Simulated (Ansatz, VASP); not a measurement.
**Two plane-wave programs on KZnI3**

```
K Zn I
1.0
     5.75165    0.00000    0.00000
     0.00000    5.75165    0.00000
     0.00000    0.00000    5.75165
K Zn I
1 1 3
Direct
  0.00000 0.00000 0.00000
  0.50000 0.50000 0.50000
  0.50000 0.50000 0.00000
  0.50000 0.00000 0.50000
  0.00000 0.50000 0.50000
```

Alike in both runs: task single point; functional PBE; k mesh 4 × 4 × 4; occupations fermi-dirac, width 0.02 eV; no spin polarisation.

|  | VASP | Ansatz |
| --- | --- | --- |
| version | VASP 6.6.1 | Ansatz 0.2.0 |
| potentials or method | VASP PAW PBE potentials, release 64 (K_sv, Zn, I) | plane waves, PAW |
| plane-wave cutoff (eV) | 520 | 420 |
| valence electrons in the cell | 42 | 72 |

|  | VASP | Ansatz | Ansatz less VASP |
| --- | --- | --- | --- |
| pressure (GPa) | 0.0 | 0.0 | -0.02 |

The two sets of potentials don't hold the same shells in valence.

Spin-orbit coupling is left out, which matters for the levels of I.
